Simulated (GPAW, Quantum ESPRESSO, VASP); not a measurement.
Code comparison for YCo2Ge2 (I4/mmm, 5 atoms in the cell)

Self-consistent single point.

```
Y(CoGe)2
1.0
   -1.97187     1.97187     5.04209
    1.97187    -1.97187     5.04209
    1.97187     1.97187    -5.04209
Y Co Ge
1 2 2
Direct
  0.00000   0.00000   0.00000
  0.75000   0.25000   0.50000
  0.25000   0.75000   0.50000
  0.62888   0.62888   0.00000
  0.37112   0.37112   0.00000
```

All programs got the same cell, k-point mesh and kind of occupations (in Quantum ESPRESSO's words: occupations = smearing; smearing = gaussian; degauss = 0.0147 Ry; K_POINTS = automatic 7 7 7 0 0 0); potentials, basis and cutoffs are each program's usual ones.

```csv
code,model,pressure (GPa),largest force (eV/Å),cutoff
Quantum ESPRESSO,"LDA (PZ), PSlibrary ultrasoft (LDA) pseudopotentials",-6.72,0.057,55 Ry
VASP,"LDA (PZ), VASP's LDA PAW potentials (set 64)",-8.21,0.209,300 eV
GPAW,"LDA (Perdew-Wang 92), GPAW PAW datasets LDA (gpaw-data 1.0.1)",-7.39,0.171,850 eV
```

The spread over the programs that give each value: pressure within 1.49 GPa; largest force within 0.152 eV/Å.

The starting cell comes from a database of computed structures (which also holds hypothetical and non-ambient phases and stackings), without a prior relaxation at this level. Its lattice was rescaled by a random factor within 2.5 % of one. On Quantum ESPRESSO's run: Spin polarisation is off. In the base run, with a pressure of about -7 GPa the cell is away from its equilibrium volume at this level.

### Question
Why do the programs differ, and what cannot be compared?

### Answer
Differences of this kind can come from the potentials, where these differ, and from what each basis and cutoff leave unconverged. The valence holds different numbers of electrons (Quantum ESPRESSO 37, VASP 57, GPAW 37). The zero of total energies and Fermi levels follows the potentials and each program's conventions, so they are not compared here. In the force vectors, Quantum ESPRESSO (by 0.113) lies more than 0.08 eV/Å from the median of the plane-wave programs.

VASP's run is marked for a possible Pulay error in its stress at this cutoff; no cutoff test was made.

Left out of this page: Ansatz, CP2K, Elk and SIESTA (not drawn, or without a comparable value); ABINIT (stopped by limits of time or memory); FLEUR (with a known weakness of the program).
